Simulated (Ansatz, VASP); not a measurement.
**Ga2AsN in VASP and in Ansatz**

```
Ga As N
1.0
     3.69344    0.00000    0.00000
     0.00000    3.69344    0.00000
     0.00000    0.00000    5.22331
Ga As N
2 1 1
Cartesian
  0.0000 0.0000 2.6117
  1.8467 1.8467 0.0000
  1.8467 1.8467 2.6117
  0.0000 0.0000 0.0000
```

Alike in both runs: task single point; functional PBE; k mesh 6 × 6 × 4; occupations gaussian, width 0.1 eV; no spin polarisation.

|  | VASP | Ansatz |
| --- | --- | --- |
| version | VASP 6.6.1 | Ansatz 0.2.0 |
| potentials or method | VASP PAW PBE potentials, release 64 (Ga_d, As, N) | scalar-relativistic, plane waves, PAW |
| plane-wave cutoff (eV) | 520 | 420 |
| valence electrons in the cell | 36 | 46 |

|  | VASP | Ansatz | Ansatz less VASP |
| --- | --- | --- | --- |
| gap on the k mesh at the Fermi level (eV) | none | none | - |
| pressure (GPa) | -10.2 | -10.3 | -0.15 |
| largest component of the traceless stress (GPa) | 0.07 | 0.07 | -0.002 |

A gap of «none» marks a metal or a gap that the smearing closes. The functional is the same, so the differences come from potentials, cutoffs and numerics. The two sets of potentials don't hold the same shells in valence.
